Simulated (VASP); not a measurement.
A run of VASP 6.6.1 is set up as follows.

The input INCAR:

```
SYSTEM = Si5H12O2
ALGO     = Normal         ! electronic algorithm
EDIFF    = 1E-6           ! SCF threshold, eV
ENCUT    = 400            ! plane-wave cutoff, eV
ISIF     = 2              ! what is computed and relaxed
ISMEAR   = 0              ! smearing method
LASPH    = .TRUE.         ! aspherical terms in the spheres
LCHARG   = .TRUE.         ! write CHGCAR
LELF     = .TRUE.         ! ELF
LREAL    = .FALSE.        ! projectors in reciprocal space
LVACPOTAV= .TRUE.       
LVHAR    = .TRUE.       
LWAVE    = .FALSE.        ! write WAVECAR
NELM     = 60             ! most SCF steps
PREC     = Accurate       ! precision mode
SIGMA    = 0.02           ! smearing width, eV
```

Contents of KPOINTS:

```
k-points
0
G
  1 1 1
  0 0 0
```

The input POSCAR:

```
Si5H12O2
1.0
   15.0000000000      0.0000000000      0.0000000000
    0.0000000000     15.0000000000      0.0000000000
    0.0000000000      0.0000000000     15.0000000000
Si O H
5 2 12
Direct
    0.4925215300      0.5255163300      0.4994504000
    0.4012598200      0.5904497300      0.6103911600
    0.5355106100      0.6250306700      0.3849887500
    0.6819875700      0.4442125100      0.5390410100
    0.3774250500      0.3533093600      0.4652900600
    0.5811302000      0.4866675800      0.5523436700
    0.4395031600      0.4429535400      0.4491289000
    0.3791965700      0.5243430300      0.6818068100
    0.4488419600      0.6676168400      0.6519652200
    0.3161679100      0.6238605900      0.5704546500
    0.5906189400      0.5785768000      0.3159814900
    0.4542936600      0.6625953400      0.3409432100
    0.5886032000      0.7006196000      0.4226571500
    0.6756040400      0.3478257900      0.5147889000
    0.7306208800      0.4930792000      0.4669885200
    0.7308273500      0.4539639800      0.6250487200
    0.3320616300      0.3316950600      0.3795387900
    0.3092514600      0.3709839700      0.5358981600
    0.4345744500      0.2767001000      0.4932944400
```

Potentials or basis: VASP PAW LDA potentials, release 64 (Si, O, H).

Launch:

```console
$ cat potpaw_LDA.64/Si/POTCAR potpaw_LDA.64/O/POTCAR potpaw_LDA.64/H/POTCAR > POTCAR
$ mpirun -np 1 vasp_std > vasp.out
```

(1) What does it give for the gap between the frontier levels?

(2) Predict the largest force.

## Answers

(1) 4.41 eV.

(2) 0.457 eV/Å.
